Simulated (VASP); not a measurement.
Calculation: SCAN meta-GGA, VASP's PBE PAW potentials (set 64) (plane waves; VASP).

A VASP calculation is set up with these files.

INCAR:
```
SYSTEM=TiB2
PREC=Accurate; ENCUT=520; LREAL=.False.
LASPH=.True.
EDIFF=1E-7; NELM=100; ALGO=Normal
LMAXMIX=4; LMIXTAU=.True.
ISMEAR=1; SIGMA=0.1
METAGGA=SCAN
IBRION=2; NSW=30; ISIF=4
EDIFFG=-0.01
LWAVE=.False.; LCHARG=.False.
```

### POSCAR
```
TiB2
1
    1.5390125150    -2.6656478963     0.0000000000
    1.5390125150     2.6656478963     0.0000000000
    0.0000000000     0.0000000000     3.2960679236
Ti B
1 2
Direct
  0.0000000000   1.0000000000   0.0000000000
  0.3333330000   0.6666670000   0.5000000000
  0.6666670000   0.3333330000   0.5000000000
```

KPOINTS:
```
Regular mesh
0
gamma
  12 12 9
0 0 0
```

POTCAR, in this order: Ti_sv B (PBE.64 set). Program: vasp_std.

What VASP printed:

File OSZICAR:
```
       N       E                     dE             d eps       ncg     rms          rms(c)
DAV:   1     0.117276255526E+03    0.11728E+03   -0.95801E+03  2470   0.159E+03
DAV:   2    -0.325007834509E+02   -0.14978E+03   -0.14623E+03  2530   0.402E+02
DAV:   3    -0.424667248475E+02   -0.99659E+01   -0.98544E+01  3755   0.977E+01
DAV:   4    -0.428098995697E+02   -0.34317E+00   -0.34279E+00  3143   0.164E+01
DAV:   5    -0.428227755485E+02   -0.12876E-01   -0.12875E-01  3741   0.278E+00    0.167E+01
DAV:   6    -0.342927291387E+02    0.85300E+01   -0.27356E+01  3460   0.706E+01    0.305E+00
DAV:   7    -0.340907901281E+02    0.20194E+00   -0.20375E+00  2629   0.175E+01    0.280E+00
DAV:   8    -0.338729439770E+02    0.21785E+00   -0.12908E+00  2993   0.134E+01    0.248E+00
DAV:   9    -0.341352319988E+02   -0.26229E+00   -0.11352E+00  2908   0.140E+01    0.735E-01
DAV:  10    -0.341734087793E+02   -0.38177E-01   -0.11368E-01  2690   0.398E+00    0.178E-01
DAV:  11    -0.341763783390E+02   -0.29696E-02   -0.12230E-02  2710   0.151E+00    0.162E-01
DAV:  12    -0.341829925345E+02   -0.66142E-02   -0.67570E-03  2530   0.107E+00    0.643E-02
DAV:  13    -0.341807726426E+02    0.22199E-02   -0.16663E-02  2500   0.170E+00    0.422E-02
DAV:  14    -0.341804868049E+02    0.28584E-03   -0.45884E-04  2846   0.283E-01    0.263E-02
DAV:  15    -0.341804390947E+02    0.47710E-04   -0.16815E-04  2550   0.154E-01    0.170E-02
DAV:  16    -0.341804575486E+02   -0.18454E-04   -0.88377E-04  2470   0.401E-01    0.573E-03
DAV:  17    -0.341804409694E+02    0.16579E-04   -0.50567E-04  2490   0.317E-01    0.373E-03
DAV:  18    -0.341803895277E+02    0.51442E-04   -0.88914E-05  2505   0.126E-01    0.142E-03
DAV:  19    -0.341803822407E+02    0.72870E-05   -0.71401E-06  2835   0.343E-02    0.155E-03
DAV:  20    -0.341803859168E+02   -0.36761E-05   -0.87942E-07  2615   0.118E-02    0.831E-04
DAV:  21    -0.341803927513E+02   -0.68345E-05   -0.30568E-07  2610   0.762E-03    0.553E-04
DAV:  22    -0.341803911132E+02    0.16381E-05   -0.21415E-07  2320   0.575E-03    0.285E-04
DAV:  23    -0.341803923147E+02   -0.12015E-05   -0.62219E-08  1240   0.382E-03    0.103E-04
DAV:  24    -0.341803923619E+02   -0.47268E-07   -0.97725E-09  1235   0.147E-03
   1 F= -.34180392E+02 E0= -.34180453E+02  d E =-.341804E+02
       N       E                     dE             d eps       ncg     rms          rms(c)
DAV:   1    -0.341836725722E+02   -0.32803E-02   -0.15002E-01  2645   0.639E+00    0.382E-01
DAV:   2    -0.341819668260E+02    0.17057E-02   -0.88794E-03  2480   0.962E-01    0.216E-01
DAV:   3    -0.341814738252E+02    0.49300E-03   -0.15472E-03  2700   0.619E-01    0.598E-02
DAV:   4    -0.341815518366E+02   -0.78011E-04   -0.89388E-04  2520   0.391E-01    0.111E-02
DAV:   5    -0.341814000805E+02    0.15176E-03   -0.36674E-04  2505   0.243E-01    0.832E-03
DAV:   6    -0.341814202309E+02   -0.20150E-04   -0.52804E-05  2785   0.795E-02    0.323E-03
DAV:   7    -0.341814467060E+02   -0.26475E-04   -0.17143E-05  2560   0.512E-02    0.161E-03
DAV:   8    -0.341814349471E+02    0.11759E-04   -0.63535E-06  2480   0.314E-02    0.101E-03
DAV:   9    -0.341814490551E+02   -0.14108E-04   -0.11300E-06  2590   0.141E-02    0.504E-04
DAV:  10    -0.341814566443E+02   -0.75892E-05   -0.54561E-07  2505   0.949E-03    0.242E-04
DAV:  11    -0.341814544561E+02    0.21882E-05   -0.22324E-07  2382   0.555E-03    0.104E-04
DAV:  12    -0.341814566579E+02   -0.22018E-05   -0.33367E-08  1235   0.278E-03    0.348E-05
DAV:  13    -0.341814562882E+02    0.36961E-06   -0.18891E-08  1235   0.191E-03    0.369E-05
DAV:  14    -0.341814560346E+02    0.25361E-06   -0.26586E-09  1235   0.719E-04    0.128E-05
DAV:  15    -0.341814560481E+02   -0.13464E-07   -0.16659E-10  1235   0.158E-04
   2 F= -.34181456E+02 E0= -.34181501E+02  d E =-.106369E-02
```

**OUTCAR**
```
------------------------ aborting loop because EDIFF is reached ----------------------------------------
  FORCE on cell =-STRESS in cart. coord.  units (eV):
  Direction    XX          YY          ZZ          XY          YZ          ZX
  --------------------------------------------------------------------------------------
  Total       -2.2129973     -2.2129973     -2.1943787      0.0000000      0.0000000     -0.0000000
  in kB     -131.1053397   -131.1053422   -130.0023149      0.0000000      0.0000000     -0.0000000
  external PRESSURE =    -130.7376656 kB  Pullay stress =       0.0000000 kB
  volume of cell :       27.04
      direct lattice vectors                 reciprocal lattice vectors
     1.535134169 -2.658930402 -0.000000000     0.325704430 -0.188045539 -0.000000000
     1.535134169  2.658930402 -0.000000000     0.325704430  0.188045539 -0.000000000
     0.000000000 -0.000000000  3.312743262     0.000000000  0.000000000  0.301864624
 POSITION                                       TOTAL-FORCE (eV/Angst)
 -----------------------------------------------------------------------------------
      1.53513      2.65893      3.31274        -0.000000     -0.000000      0.000000
      1.53513      0.88631      1.65637         0.000000     -0.000000      0.000000
      1.53513     -0.88631      1.65637        -0.000000      0.000000     -0.000000
 -----------------------------------------------------------------------------------
    total drift:                                0.000000      0.000000      0.000000
  FREE ENERGIE OF THE ION-ELECTRON SYSTEM (eV)
  ---------------------------------------------------
  free  energy   TOTEN  =       -34.1814560481 eV

  energy  without entropy=      -34.1815908370  energy(sigma->0) =      -34.18150098

 reached required accuracy - stopping structural energy minimisation
```
(Selected blocks of OUTCAR.)

**CONTCAR**
```
TiB2
   1.00000000000000
     1.5351341692373326   -2.6589304022373281   -0.0000000000000000
     1.5351341692373326    2.6589304022373281   -0.0000000000000000
     0.0000000000000000   -0.0000000000000000    3.3127432619473463
  Ti              B
     1     2
Direct
     0.0000000000000000    1.0000000000000000    1.0000000000000000
     0.3333330000000032    0.6666669999999968    0.5000000000000000
     0.6666669999999968    0.3333330000000032    0.5000000000000000
```

The compound is TiB2 in the AlB2 type structure. This cell is one point of a volume scan, at 1.06 of the reference volume. Symmetry was kept, so distortions that lower it aren't found.
